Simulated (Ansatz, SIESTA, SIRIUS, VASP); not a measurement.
One calculation of AlSn, 4 ways

```xyz
2
Lattice="4.1981 0.0000 0.0000 -2.0991 3.6357 0.0000 0.0000 0.0000 3.3068" Properties=species:S:1:pos:R:3 pbc="T T T"
Sn    0.0000    2.4238    1.6534
Al    0.0000    0.0000    0.0000
```

The cell comes from a database or a generator and needn't be the stable form of this composition.

Alike in all runs: task single point; functional PBEsol; k mesh 7 × 7 × 8; occupations fermi-dirac, width 0.05 eV; no spin polarisation; no spin-orbit coupling. Pressure is positive in compression and, in plane waves, holds the error of the finite cutoff.

| program and potentials | plane-wave cutoff (eV) | notes | pressure (GPa) |
| --- | --- | --- | --- |
| Ansatz, all-electron LAPW, scalar-relativistic | - | - | -1.79 |
| SIESTA, files PseudoDojo sr-pbesol-0.4.1-standard, DZP (energy shift 0.003 Ry; two zetas on semicore shells) | - | atomic basis | -1.54 |
| VASP, PBE PAW files Al, Sn_d, 520 eV | 520 | potentials made for PBE | -1.83 |
| SIRIUS, PseudoDojo 0.4.1 PBEsol standard (scalar relativistic) | 983 | - | -1.79 |

The pressure spans -1.83 (VASP, PBE PAW files Al, Sn_d, 520 eV) to -1.54 GPa (SIESTA, files PseudoDojo sr-pbesol-0.4.1-standard, DZP (energy shift 0.003 Ry; two zetas on semicore shells)), with all-electron results at -1.79. Rows in atomic bases carry the error of their basis and grid, which can be large.

The functional is the same throughout but for its coding, so the spread measures potentials, basis and numerics; runs on potential files found faulty are left out.
